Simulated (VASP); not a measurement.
Input:

```
CELL_PARAMETERS angstrom
      2.91119     0.00000     0.00000
      0.00000     2.91119     0.00000
      0.00000     0.00000     2.91119
ATOMIC_POSITIONS crystal
  Al 0.50000 0.50000 0.50000
  Ni 0.00000 0.00000 0.00000
```

These are revPBE GGA, VASP's PBE PAW potentials (set 64) (plane waves; VASP) values and carry that method's errors. Settings: 520 eV cut-off, Gaussian smearing of 0.050 eV, potentials Al Ni.

Problem. Give the energies of bands 1 to 9 at the high-symmetry points, in eV from the Fermi level.

Solution. 
| band | Γ | X | M | R |
|---|---|---|---|---|
| 1 | -10.92 | -6.81 | -5.16 | -3.95 |
| 2 | -3.09 | -6.61 | -3.23 | -3.95 |
| 3 | -3.09 | -2.63 | -2.82 | -3.95 |
| 4 | -1.48 | -2.16 | -2.82 | -0.95 |
| 5 | -1.48 | -2.16 | -1.99 | -0.95 |
| 6 | -1.48 | -1.40 | -1.99 | 2.01 |
| 7 | 5.38 | -0.63 | -0.98 | 2.01 |
| 8 | 5.38 | 8.19 | 1.43 | 2.01 |
| 9 | 5.38 | 9.86 | 2.33 | 3.49 |

It has no gap at this level: it comes out as a metal or semimetal.

The compound is NiAl in the CsCl type structure. It was relaxed first. The run is not spin-polarised, so no magnetic state was tried. The electron count is odd and the run is not spin-polarised, which forces a metal.
